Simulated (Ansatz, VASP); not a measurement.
# Cross-check of H13C10 (amorphous poly(phenylene vinylene) with methane at 250 K) between VASP and Ansatz, part 2 of 2

Aim: how closely do two programs agree when they are given the same cell, functional and k mesh? Of the first pair: The structure shown is the start of the Ansatz relaxation below; VASP solves that cell, so the two are compared at the walk's first step.

VASP 6.6.1 and Ansatz 0.2.0.

So far. Step 3 (VASP: single point, LDA, start cell, pair 1): The run ends at a pressure of 1.07 GPa, with forces up to 0.39 eV/Å.

## 5. Ansatz: relaxation, LDA

Level of this step: Ansatz beside VASP: Kohn-Sham DFT, plane waves, LDA (Ansatz).

This run makes the geometry at which the two programs are then compared.

The structure compared here is the end of the Ansatz relaxation.

Contents of input.yaml:

```yaml
crystal:
  lattice:
    - [10.01281, 0.23494, -0.27892]
    - [0.23259, 10.48599, -0.11705]
    - [-0.27613, -0.11705, 11.432]
  atoms:
    - { symbol: C, position: [0.95067, 0.46452, 0.91772] }
    - { symbol: C, position: [0.96804, 0.4236, 0.04098] }
    - { symbol: C, position: [0.00182, 0.50803, 0.13214] }
    - { symbol: C, position: [0.02567, 0.46724, 0.2458] }
    - { symbol: C, position: [0.01583, 0.3389, 0.27293] }
    - { symbol: C, position: [0.9762, 0.25548, 0.18199] }
    - { symbol: C, position: [0.954, 0.29655, 0.06892] }
    - { symbol: C, position: [0.0453, 0.28808, 0.38771] }
    - { symbol: C, position: [0.11681, 0.34282, 0.47572] }
    - { symbol: C, position: [0.14234, 0.2912, 0.59086] }
    - { symbol: C, position: [0.24047, 0.34145, 0.66706] }
    - { symbol: C, position: [0.26375, 0.29764, 0.77932] }
    - { symbol: C, position: [0.18927, 0.20106, 0.82115] }
    - { symbol: C, position: [0.09253, 0.14975, 0.74447] }
    - { symbol: C, position: [0.06902, 0.19368, 0.6325] }
    - { symbol: C, position: [0.20434, 0.15364, 0.93906] }
    - { symbol: C, position: [0.28083, 0.19836, 0.02814] }
    - { symbol: C, position: [0.27845, 0.15257, 0.14873] }
    - { symbol: H, position: [0.02541, 0.41438, 0.86385] }
    - { symbol: H, position: [0.85266, 0.44094, 0.87824] }
    - { symbol: H, position: [0.96096, 0.56807, 0.90977] }
    - { symbol: H, position: [0.01016, 0.60952, 0.11353] }
    - { symbol: H, position: [0.05173, 0.5373, 0.31499] }
    - { symbol: H, position: [0.96757, 0.15442, 0.20212] }
    - { symbol: H, position: [0.9272, 0.22837, 0.99846] }
    - { symbol: H, position: [0.00901, 0.1924, 0.40049] }
    - { symbol: H, position: [0.16102, 0.43449, 0.46075] }
    - { symbol: H, position: [0.2995, 0.41832, 0.6368] }
    - { symbol: H, position: [0.341, 0.34048, 0.83634] }
    - { symbol: H, position: [0.03247, 0.07436, 0.77576] }
[... 102 atom lines left out ...]
    - { symbol: H, position: [0.18856, 0.5812, 0.86205] }
    - { symbol: C, position: [0.37724, 0.43283, 0.31419] }
    - { symbol: H, position: [0.44197, 0.38894, 0.24869] }
    - { symbol: H, position: [0.36453, 0.36538, 0.38455] }
    - { symbol: H, position: [0.27979, 0.45695, 0.27126] }
    - { symbol: H, position: [0.42174, 0.51973, 0.35087] }
kpoints:
  mp_grid: { grid: [1, 1, 1] }
hamiltonian:
  xc: lda
scf:
  occupations: { method: gaussian, width: 0.05 }
output:
  forces: true
  eigenvalues: true
  stress: true
relax:
  f_tol: 0.05
  max_steps: 70
```

Started as:

```sh
$ ansatz run input.yaml --threads 4 --pin off --max-ram 8192MiB --backend cpu --events-out ev --progress --plain --runs-dir out
```

Numbers of over 12 decimals in the logs are rounded to 6 here.

The log of the run:

```text
[...]
Crystal: 138 atoms, lattice volume = 1198.740 Å³
Basis set: ecut = 420 eV, 23447 PW (Γ)
Bands: 297, of which v1, the nominal top of the filled ones, is band 159 counted from 1 (158 counted from 0)
Symmetry: 1 space group operations
[...]
k-points: 1
[...]
SCF iter   1: F=—  HF=-15799.939868 eV  |F-HF|=—  |Δ(HF+E_count)|=         —  Δρ=9.13e-3  dr2=7.33e-1  ethr=1.77e-3  ⟨swp⟩=6.0  Hψ=1374  notcnv=0  defer=53
[...]
- { symbol: H, position: [0.670973, 0.880912, 0.961300] }
[...]
- { symbol: C, position: [0.379318, 0.940195, 0.750461] }
[...]
- { symbol: C, position: [0.715625, 0.293944, 0.406552] }
[...]
- { symbol: C, position: [0.223350, 0.643867, 0.796527] }
[...]
- { symbol: C, position: [0.381269, 0.431249, 0.308196] }
    - { symbol: H, position: [0.444397, 0.374650, 0.248579] }
    - { symbol: H, position: [0.367337, 0.377066, 0.387588] }
    - { symbol: H, position: [0.282865, 0.452241, 0.263902] }
    - { symbol: H, position: [0.429905, 0.520613, 0.332418] }
```

## 6. VASP: single point, LDA, relaxed cell, pair 2

The same cell, functional (in two slightly different forms), mesh and smearing now go to VASP, with its own data sets.

Contents of INCAR:

```
SYSTEM = H13C10
PREC = Accurate
ENCUT = 600
EDIFF = 1E-06
NELM = 120
ISMEAR = 0
SIGMA = 0.05
LREAL = Auto
ALGO = Normal
GGA = CA
NBANDS = 255
LORBIT = 11
LWAVE = .FALSE.
LCHARG = .FALSE.
ISIF = 2
LASPH = .TRUE.
GGA_COMPAT = .FALSE.
EFERMI = MIDGAP
```

Contents of POSCAR:

```
H13C10
1.0
   10.0128100000      0.2349400000     -0.2789200000
    0.2325900000     10.4859900000     -0.1170500000
   -0.2761300000     -0.1170500000     11.4320000000
C H
60 78
Direct
    0.9507300000      0.4689200000      0.9064800000
    0.9645300000      0.4308100000      0.0306200000
    0.0028900000      0.5154100000      0.1204000000
    0.0244300000      0.4762500000      0.2347900000
    0.0073300000      0.3495600000      0.2639800000
    0.9623000000      0.2665400000      0.1744700000
    0.9426700000      0.3058300000      0.0606700000
    0.0369800000      0.2984900000      0.3784600000
    0.1118800000      0.3504900000      0.4662300000
    0.1385400000      0.2958000000      0.5798900000
    0.2334300000      0.3481100000      0.6590000000
    0.2555800000      0.3026800000      0.7708200000
    0.1835400000      0.2019700000      0.8091700000
    0.0914400000      0.1474100000      0.7289400000
    0.0689200000      0.1931400000      0.6176000000
    0.1959400000      0.1537300000      0.9267800000
    0.2663200000      0.2012000000      0.0189900000
    0.2612700000      0.1526200000      0.1383800000
    0.5766800000      0.8804600000      0.0067100000
    0.5953100000      0.8245900000      0.1245200000
    0.6925500000      0.7283000000      0.1494200000
    0.6987500000      0.6663600000      0.2549300000
    0.6108900000      0.7019000000      0.3421400000
    0.5174000000      0.8021300000      0.3189800000
    0.5093100000      0.8612200000      0.2122000000
    0.6155600000      0.6340800000      0.4507000000
    0.5719700000      0.6799600000      0.5532500000
    0.5749100000      0.6058600000      0.6580500000
    0.5980100000      0.6636700000      0.7680200000
    0.6104400000      0.5915300000      0.8675900000
[... 102 atom lines left out ...]
    0.1626900000      0.6316700000      0.7144400000
    0.1893900000      0.5798300000      0.8625300000
    0.4444000000      0.3746500000      0.2485800000
    0.3673400000      0.3770700000      0.3875900000
    0.2828700000      0.4522400000      0.2639000000
    0.4299100000      0.5206100000      0.3324200000
```

Contents of KPOINTS:

```
Automatic mesh
0
Gamma
1 1 1
0 0 0
```

Potentials, in the order of the species: C and H (LDA family, release 64).

Started as:

```sh
$ export OMP_NUM_THREADS=3
$ mpirun -np 1 vasp_gam
```

The log of the run:

```text
[... set-up lines as in an earlier step ...]
 entering main loop
       N       E                     dE             d eps       ncg     rms          rms(c)
DAV:   1     0.197743544874E+04    0.19774E+04   -0.17641E+05   518   0.130E+03
DAV:   2    -0.722641258294E+03   -0.27001E+04   -0.25328E+04   637   0.276E+02
DAV:   3    -0.968960248354E+03   -0.24632E+03   -0.24367E+03   636   0.823E+01
DAV:   4    -0.975278036850E+03   -0.63178E+01   -0.62961E+01   644   0.152E+01
[...]
DAV:  15    -0.881635042001E+03    0.51982E-05   -0.20269E-05   604   0.117E-02    0.629E-03
DAV:  16    -0.881635039805E+03    0.21963E-05   -0.39648E-06   620   0.745E-03    0.360E-03
DAV:  17    -0.881635039234E+03    0.57104E-06   -0.24397E-06   564   0.540E-03
   1 F= -.88163504E+03 E0= -.88163504E+03  d E =0.000000E+00
```

OUTCAR, selected parts (step 6):

```text
  FREE ENERGIE OF THE ION-ELECTRON SYSTEM (eV)
  ---------------------------------------------------
  free  energy   TOTEN  =      -881.6350392336 eV

  energy  without entropy=     -881.6350392336  energy(sigma->0) =     -881.63503923
```

The run ends at a pressure of 0.11 GPa, with forces up to 0.061 eV/Å.

## 7. Differences

What differs besides the data sets and the points named for the pairs above, as far as they apply: the cutoff is 420 eV in Ansatz and 600 eV in VASP (PREC = Accurate, projectors in real space). Total energies have different zeros and are not compared.

Both answers:

```csv
quantity,Ansatz,VASP,difference
pressure (GPa),0.00,0.11,-0.11
gap on the k mesh (eV),2.111,2.112,0.000
```

At this near-relaxed geometry the largest component of a force difference is 44 meV/Å. A gap on the mesh is an upper bound, since the band edges may lie between its points.

## 8. Summary of results

```yaml
r_m_s_force_difference_single_point_lda_start_cell_pair_1: 21 meV/Å
r_m_s_force_difference_single_point_lda_relaxed_cell_pair_2: 20 meV/Å
```

In words: The r.m.s. force difference is 21 meV/Å (single point, LDA, start cell, pair 1), beyond the 12 meV/Å picked in this series as the mark of a large difference. What causes the difference of the single point, LDA, start cell, pair 1 pair stays open here. What causes the difference of the single point, LDA, relaxed cell, pair 2 pair stays open here. How closely two codes agree says nothing of how well the functional describes the real material.

[Lines on the potential files, build, host, timing and source positions are cut from VASP's logs without a mark.]

[Logs are printed without paths, hosts, clocks, repeated set-up lines and the standing remarks that a program may print on its own settings, such as how far it seeks lower states.]

[Hosts, paths, dates, database ids (printed as entryN), source tags and the programs' standing remarks are cut or masked in the printed files.]
